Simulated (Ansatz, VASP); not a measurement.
# GeH6CBr3N (CH3NH3GeBr3): VASP beside Ansatz, part 2 of 2

One calculation is typed for both programs; each brings its own data sets. How far apart do they land? The cell is generated by rule, not measured, and may not be a known phase. The cell is taken from a series of runs on this material, whose earlier steps may have relaxed, scaled, displaced or heated it; both programs get it as it stands.

VASP 6.6.1 and Ansatz 0.2.0.

So far: Set-up; VASP: dielectric response, PBEsol.

The structure was built from a prototype and need not be the compound's stable phase.

In doubt: the program warns that the response may not be converged on this k-mesh, which bears on dielectric and field responses.

**3. Ansatz: dielectric response, PBEsol**

Level of this step: Ansatz beside VASP: Kohn-Sham DFT, plane waves, PBEsol (Ansatz).

Ansatz runs on its default PAW (the set named soft_2) files.

The same cell, functional and mesh now go to Ansatz, which takes its cutoff from its data sets.

File input.yaml:

```yaml
crystal:
  lattice:
    - [5.5491456038, 0.3690801251, 0.0019814122]
    - [0.3690801251, 5.6436113835, -0.0495487783]
    - [0.0019814122, -0.0495487783, 5.5496881284]
  atoms:
    - { symbol: C, position: [0.9285284086, 0.9118907512, 1.0034534507] }
    - { symbol: "N", position: [0.0831890171, 0.1048511975, -0.0030436593] }
    - { symbol: H, position: [1.0461709627, 0.7402467279, 1.005384829] }
    - { symbol: H, position: [0.1931807646, 1.0898222514, 0.8435747825] }
    - { symbol: H, position: [0.8127927411, -0.0781405628, 0.8427623118] }
    - { symbol: H, position: [-0.0230126089, 0.2699994338, -0.0052505469] }
    - { symbol: H, position: [0.8160787674, -0.0660614239, 0.1669512405] }
    - { symbol: H, position: [0.195510254, 1.1009130436, 0.1477181839] }
    - { symbol: Ge, position: [0.5126670865, 0.5108398649, 0.4790207983] }
    - { symbol: Br, position: [0.5190946355, 0.474484955, 0.0186309937] }
    - { symbol: Br, position: [0.4386024672, -0.0291984139, 0.4964633399] }
    - { symbol: Br, position: [-0.0332494532, 0.4695164188, 0.5040208673] }
kpoints:
  mp_grid: { grid: [4, 4, 4] }
hamiltonian:
  xc: pbesol
scf:
  occupations: { method: fixed }
dielectric: {}
```

Run with:

```console
> ansatz run input.yaml --threads 3 --pin off --max-ram 92160MiB --backend cuda --devices 1 --max-vram 13GiB --events-out ev --progress --plain --runs-dir out
```

Numbers of over 12 decimals in the logs are rounded to 6 here.

Output:

```text
GPUs: using 1 of 1 available (devices: 1).
Engine: ansatz 0.2.0, x86_64-unknown-linux-gnu
Pseudopotentials: kind: paw
Pseudopotential: C, paw, valence charge 4, recommended cutoff 420 eV (normal), C.paw.azcp
Pseudopotential: N, paw, valence charge 5, recommended cutoff 420 eV (normal), N.paw.azcp
Pseudopotential: H, paw, valence charge 1, recommended cutoff 420 eV (normal), H.paw.azcp
Pseudopotential: Ge, paw, valence charge 14, recommended cutoff 420 eV (normal), Ge.paw.azcp
Pseudopotential: Br, paw, valence charge 7, recommended cutoff 420 eV (normal), Br.paw.azcp
Functional definition: PBEsol
  exchange = pbesol_x
  correlation = pbesol_c
device memory: the entry about to start is reckoned to put 2.4 GiB on a device that reports 58.2 GiB free (of which the cap on the GPU budget leaves the run 13.0 GiB)
GPU FFT provider: cuFFT
GPU libraries: cuBLAS 13.8.2, cuFFT 12.4.0, cuSOLVER 12.3.4
Crystal: 12 atoms, lattice volume = 173.031 Å³
Basis set: ecut = 420 eV, 3387 PW (Γ), exchange–correlation on 80×80×80 points (8 copies of the dense FFT grid, shifted against one another)
Bands: 37, of which v1, the nominal top of the filled ones, is band 25 counted from 1 (24 counted from 0)
Symmetry: 1 space group operations
k-points: 36 of 64 (time reversal used)
Non-local potential: C, projectors of the file, l = 0: 2, l = 1: 2, l = 2: 1
Non-local potential: N, projectors of the file, l = 0: 2, l = 1: 2, l = 2: 1
Non-local potential: H, projectors of the file, l = 0: 2, l = 1: 1
Non-local potential: Ge, projectors of the file, l = 0: 2, l = 1: 2, l = 2: 3, l = 3: 1
Non-local potential: Br, projectors of the file, l = 0: 2, l = 1: 2, l = 2: 2
PAW form: soft (Blöchl's): semilocal exchange-correlation on the pseudo side does not see the compensation charge
PAW frozen core: C, regenerated for the run's functional, and the local potential with it (the file was generated under x = pbe(κ = 0.804, μ = 0.219515), c = pbe(β = 0.066725))
PAW frozen core: N, regenerated for the run's functional, and the local potential with it (the file was generated under x = pbe(κ = 0.804, μ = 0.219515), c = pbe(β = 0.066725))
PAW frozen core: Ge, regenerated for the run's functional, and the local potential with it (the file was generated under x = pbe(κ = 0.804, μ = 0.219515), c = pbe(β = 0.066725))
PAW frozen core: Br, regenerated for the run's functional, and the local potential with it (the file was generated under x = pbe(κ = 0.804, μ = 0.219515), c = pbe(β = 0.066725))
PAW one-centre angular grid: C, 110 points (default); XC on 64 Gauss nodes
PAW one-centre angular grid: N, 110 points (default); XC on 64 Gauss nodes
PAW one-centre angular grid: H, 110 points (default); XC on 64 Gauss nodes
PAW one-centre angular grid: Ge, 590 points (default); XC on 64 Gauss nodes
PAW one-centre angular grid: Br, 110 points (default); XC on 64 Gauss nodes
Initial density: superposition of atomic densities (neutral atoms: chi_scale 0, normalization atom), corrected by the library's trained network
Initial wavefunctions: pseudopotential atomic-orbital guess
GPU buffer pool allocated for 64000 grid points (all kernels)
GPU transforms: local potential and band sums: pruned to the plane-wave sphere, on 40×40×40
Functional: x = pbesol(κ = 0.804, μ = 0.123457), c = pbesol(β = 0.046)
SCF iter   1: F=—  HF=-13187.333446 eV  |F-HF|=—  |Δ(HF+E_count)|=         —  Δρ=3.92e-3  dr2=2.05e-2  ethr=1.77e-3  ⟨swp⟩=5.8  Hψ=5152  notcnv=0  defer=358
preconditioner: auto → Resta (q_TF=auto, 2.218 Å⁻¹)  ε∞=2.9  [insulator: Δε(μ)=1.033 eV  Ē_g=12.488 eV  n_scr=26 (ndim 8)  ℏωp=17.4 eV  f_vac=0.035  ε∞_Penn≈2.9]
SCF iter   2: F=—  HF=-13187.330224 eV  |F-HF|=—  |Δ(HF+E_count)|=   3.22e-3  Δρ=2.02e-3  dr2=5.31e-3  ethr=4.10e-5  ⟨swp⟩=2.0  Hψ=2249  notcnv=0  defer=360
SCF iter   3: F=—  HF=-13187.329972 eV  |F-HF|=—  |Δ(HF+E_count)|=   2.52e-4  Δρ=5.33e-4  dr2=5.80e-4  ethr=1.06e-5  ⟨swp⟩=2.0  Hψ=1816  notcnv=0  defer=360
SCF iter   4: F=—  HF=-13187.329915 eV  |F-HF|=—  |Δ(HF+E_count)|=   5.71e-5  Δρ=1.45e-4  dr2=4.52e-5  ethr=1.16e-6  ⟨swp⟩=2.7  Hψ=2327  notcnv=0  defer=358
SCF iter   5: F=—  HF=-13187.330015 eV  |F-HF|=—  |Δ(HF+E_count)|=   1.00e-4  Δρ=5.90e-5  dr2=7.18e-6  ethr=9.04e-8  ⟨swp⟩=2.8  Hψ=2116  notcnv=0  defer=338
SCF iter   6: F=—  HF=-13187.329903 eV  |F-HF|=—  |Δ(HF+E_count)|=   1.11e-4  Δρ=1.74e-5  dr2=6.18e-7  ethr=1.44e-8  ⟨swp⟩=2.0  Hψ=1980  notcnv=0  defer=269
SCF iter   7: F=—  HF=-13187.329904 eV  |F-HF|=—  |Δ(HF+E_count)|=   8.49e-7  Δρ=5.86e-6  dr2=8.79e-8  ethr=1.24e-9  ⟨swp⟩=2.0  Hψ=1978  notcnv=0  defer=270
SCF iter   8: F=—  HF=-13187.329904 eV  |F-HF|=—  |Δ(HF+E_count)|=   1.24e-7  Δρ=3.44e-6  dr2=1.88e-8  ethr=1.76e-10  ⟨swp⟩=2.0  Hψ=1993  notcnv=0  defer=271
SCF iter   9: F=—  HF=-13187.329904 eV  |F-HF|=—  |Δ(HF+E_count)|=   6.37e-9  Δρ=9.74e-7  dr2=1.71e-9  ethr=3.77e-11  ⟨swp⟩=2.0  Hψ=1989  notcnv=0  defer=272
SCF iter  10: F=—  HF=-13187.329904 eV  |F-HF|=—  |Δ(HF+E_count)|=   1.40e-9  Δρ=2.18e-7  dr2=1.09e-10  ethr=3.42e-12  ⟨swp⟩=2.0  Hψ=1981  notcnv=0  defer=272
SCF iter  11: F=-13187.329904 eV  HF=-13187.329904 eV  |F-HF|=5.46e-12  |Δ(HF+E_count)|=  5.28e-11  Δρ=5.07e-8  dr2=5.21e-12  ethr=1.00e-12  ⟨swp⟩=11.9  Hψ=6696  notcnv=0
SCF 1 converged in 11 iterations: F = -13187.329904 eV  dr2 = 5.21e-12
[...]
── the response to a field inside a basis, on 8×8×8 k-points: an SCF that follows is theirs, and a resumed run solves both again ──
device memory: the entry about to start is reckoned to put 1.3 GiB on a device that reports 54.5 GiB free (of which the cap on the GPU budget leaves the run 12.9 GiB)
GPU FFT provider: cuFFT
GPU libraries: cuBLAS 13.8.2, cuFFT 12.4.0, cuSOLVER 12.3.4
Bands: 26, of which v1, the nominal top of the filled ones, is band 25 counted from 1 (24 counted from 0)
k-points: 256
Initial density: handed on by an earlier stage of this run
Initial wavefunctions: pseudopotential atomic-orbital guess (no wavefunctions were taken with the density)
GPU buffer pool allocated for 64000 grid points (all kernels)
GPU transforms: band sums: pruned to the plane-wave sphere, on 40×40×40
Eigensolver: Dense (256 Hₖ)
SCF iter   1: F=—  HF=-13187.326119 eV  |F-HF|=—  |Δ(HF+E_count)|=         —  Δρ=5.86e-4  dr2=4.13e-4  ethr=1.00e-1
preconditioner: auto → Resta (q_TF=auto, 2.218 Å⁻¹)  ε∞=4.6  [insulator: Δε(μ)=1.154 eV  Ē_g=9.183 eV  n_scr=26 (ndim 8)  ℏωp=17.4 eV  f_vac=0.030  ε∞_Penn≈4.6]
SCF iter   2: F=—  HF=-13187.326076 eV  |F-HF|=—  |Δ(HF+E_count)|=   4.35e-5  Δρ=3.00e-4  dr2=9.48e-5  ethr=8.26e-7
SCF iter   3: F=—  HF=-13187.326076 eV  |F-HF|=—  |Δ(HF+E_count)|=   4.27e-7  Δρ=4.14e-5  dr2=2.94e-6  ethr=1.90e-7
SCF iter   4: F=—  HF=-13187.326077 eV  |F-HF|=—  |Δ(HF+E_count)|=   5.90e-7  Δρ=1.43e-5  dr2=4.31e-7  ethr=5.88e-9
SCF iter   5: F=-13187.326077 eV  HF=-13187.326077 eV  |F-HF|=1.08e-8  |Δ(HF+E_count)|=   1.32e-7  Δρ=5.41e-6  dr2=7.05e-8  ethr=8.62e-10
SCF 1 converged in 5 iterations: F = -13187.326077 eV  dr2 = 7.05e-8
  greatest PAW one-centre occupation: 0.998 electrons in one spin orbital (limit 2), on the Ge atom at site 8 (counted from 0), in its partial waves of l = 2
device memory: the entry about to start is reckoned to put 0.1 GiB (of the 1.1 GiB reckoned in all, the device holds 1.0 GiB already) on a device that reports 46.8 GiB free (of which the cap on the GPU budget leaves the run 12.4 GiB)
device memory: the entry about to start is reckoned to put 6.9 GiB on a device that reports 48.8 GiB free (of which the cap on the GPU budget leaves the run 12.8 GiB)
DFPT response loops at Γ: preconditioner auto → Resta (q_TF=auto, 2.218 Å⁻¹)  ε∞=7.2 (no band partly filled); β = 1.00, the filter's whole step (`scf.mixing.beta` (0.50) is not read by the response loops at its default; to damp them type it under 1.00, their step now; it binds the ground state too); Broyden in place of MSR1
WARN: field response: inside a basis, on 8×8×8 points, no mesh in reach settles it: take ε∞, Z* and everything formed from them with what they may err, as stated (eps_inf_uncertainty, zstar_uncertainty_e), and compare with field_mesh: kpoints on a denser kpoints.mp_grid
SCF converged after 11 iterations
Free energy (F): -13187.329904 eV
Harris-Foulkes:  -13187.329904 eV  (|F-HF|=5.46e-12)
Internal energy: -13187.329904 eV  (E = F + TS)
E sigma→0 (E₀):  -13187.329904 eV
Fermi energy:    3.597042 eV
--- Per-component energies (eV) ---
  E_band       = -371.359774
  E_kinetic    = 813.908675
  E_local      = -4294.912781  (includes V_loc(G=0)·N_el)
  E_nonlocal   = 709.817115
  E_hartree    = 1672.593601
  E_xc         = -1017.735211
  E_vxc        = -577.486908  (∫ρ·V_xc dr)
  E_paw        = -8803.569260  (= ΣΔE_a)
  E_vpaw       = -367.865915  (= ΣTr[D̂ρ^β])
  E_aug_tail   = -0.007175  (compensation charges beyond the density's cutoff)
  E_ewald      = -2268.668815
  E_core_change = 1.243947  (= ΣΔE_core)
  E_smearing   = -0.000000  (= −TS)
  E_closure    = 0.000000  (closes the sum)
  Σ components = -13187.329904   (vs F -13187.329904, Δ=0.00e0)
--- Band table (eV; the first three rows and the last of 36) ---
  k-point 0: bands = [... 21 lower, 1.2009, 1.2363, 1.3345, 1.5755, 6.9138, 7.5589, 8.0711, 8.3030, ... 8 higher]
  k-point 1: bands = [... 21 lower, 1.0271, 1.1233, 1.5193, 1.5489, 7.1455, 7.4551, 7.5411, 8.3684, ... 8 higher]
  k-point 2: bands = [... 21 lower, 1.0358, 1.3478, 1.4886, 2.0165, 5.5437, 7.4171, 8.4369, 8.5360, ... 8 higher]
  k-point 35: bands = [... 21 lower, 1.4919, 1.7498, 1.7681, 3.5970, 4.6332, 4.7744, 5.0306, 8.1260, ... 8 higher]
--- Dielectric response (ions clamped): 3 representative field directions + reference, inside a basis on a mesh of 512 k-points (Σ response iterations 18) ---
  ε∞ (high-frequency dielectric tensor):
        5.604272     0.048495     0.037666
        0.048495     5.322394     0.004649
        0.037666     0.004649     5.918655
  Born effective charges Z* (e; rows j = field, columns β = displacement):
    site 0:
         0.14458    0.28074   -0.01813
         0.28138    0.29580   -0.01686
        -0.00940   -0.01982   -0.05632
    site 1:
        -0.76159    0.08628    0.03985
         0.10176   -0.53223    0.01219
         0.05092   -0.02327   -0.87883
    site 2:
         0.15571   -0.03991    0.00906
         0.01904    0.00746   -0.00074
         0.02527   -0.00619    0.18839
    site 3:
         0.52759   -0.13731   -0.36978
        -0.17862    0.30527    0.18903
        -0.33777    0.09928    0.85093
    site 4:
         0.11273   -0.01534    0.01629
        -0.04386    0.10837    0.04324
         0.01225    0.06370    0.12870
    site 5:
         0.56168   -0.26444   -0.00852
        -0.23304    0.41978   -0.00396
        -0.06763    0.01941    0.42948
    site 6:
         0.13128   -0.01403   -0.02300
        -0.03279    0.10938   -0.04765
        -0.03928   -0.05417    0.07102
    site 7:
[...]
site 8:
[...]
site 9:
[...]
0.08241   -0.53058   -0.12976
         0.09164   -0.14226   -3.98792
    site 10:
        -0.62393    0.29873    0.01869
         0.16422   -3.36877   -0.02486
         0.03230   -0.05293   -0.77089
    site 11:
        -3.69777    0.01514   -0.07622
         0.12711   -0.42106    0.00029
        -0.15584   -0.00248   -0.63740
  Z* charge neutrality: 1.063e-2 e pre-enforcement
  solved inside a basis spanned on kpoints, on 8×8×8 k-points transformed towards the longest dipole, which do not settle them: ε∞ is read to err by 6.2e-2, Z* by 1.3e-1 e (field_mesh: kpoints solves on kpoints); Z* is corrected for what the basis lacks
```

Reading the cycles: dr2 is the Hartree energy of the density residual (eV), the measure of convergence; HF is the Harris–Foulkes estimate of the energy, which meets the free energy F at convergence.

**4. Differences**

Known differences besides the potentials themselves: fixed occupations in Ansatz, narrow Gaussian smearing in VASP; VASP's response is taken on the typed mesh, Ansatz refines its own for the field response alone; the cutoff is 420 eV in Ansatz and 520 eV in VASP; Ansatz makes its cores anew for this functional, VASP keeps those of its PBE data sets. Total energies have different zeros and are not compared.

The two programs side by side:

```
                                      quantity  Ansatz   VASP  difference
                                         ε∞ xx    5.60   7.45    -24.74 %
                                         ε∞ yy    5.32   7.09    -24.96 %
                                         ε∞ zz    5.92   8.55    -30.75 %
  Born charge of C1 (mean of the diagonal) (e)    0.13   0.21       -0.08
  Born charge of N2 (mean of the diagonal) (e)   -0.72  -0.64       -0.09
  Born charge of H3 (mean of the diagonal) (e)    0.12   0.19       -0.08
 Born charge of Ge9 (mean of the diagonal) (e)    3.63   3.43       +0.20
Born charge of Br10 (mean of the diagonal) (e)   -1.74  -2.00       +0.26
```

**5. Outcome**

```
difference in ε∞ zz (dielectric response, PBEsol) : -31 %
```

The difference in ε∞ zz is -31 % (dielectric response, PBEsol), beyond the 5 % picked in this series as the mark of a large difference. What causes the difference of the dielectric response, PBEsol pair stays open here. Such differences can come from data sets, numerical settings and the points named under the comparisons, not from the functional's error against experiment.

[Lines on the potential files, build, host, timing and source positions are cut from VASP's logs without a mark.]

[Logs are printed without paths, hosts, clocks, repeated set-up lines and the standing remarks that a program may print on its own settings, such as how far it seeks lower states.]

[Hosts, paths, dates, database ids (printed as entryN), source tags and the programs' standing remarks are cut or masked in the printed files.]
